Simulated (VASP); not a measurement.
```xyz
2
Lattice="0.0000 2.9312 2.9312 2.9312 0.0000 2.9312 2.9312 2.9312 0.0000" Properties=species:S:1:pos:R:3 pbc="T T T"
Cd     0.0000     0.0000     0.0000
S      1.4656     1.4656     1.4656
```

Calculation: r2SCAN+rVV10, VASP's PBE PAW potentials (set 64) (plane waves; VASP 6.6.1). Run with 520 eV cut-off, 7×7×7 Γ-centred mesh, Gaussian smearing of 0.050 eV, potentials Cd S.

Predict the energy per atom (σ→0), band gap (on the k-mesh) with the smallest direct gap where there is one.

```
Quantity                                          Result
-----------------------------------  -------------------
band gap (on the k-mesh)                         1.50 eV
smallest direct gap (on the k-mesh)              1.50 eV
energy per atom (σ→0)                -1404.7 kJ/mol-atom
```

The absolute energy has meaning only against runs of the same code, potentials and settings.

The compound is CdS in the zinc blende structure, a metastable form; wurtzite is the usual one. It was relaxed first. The start is the result of an earlier pass.
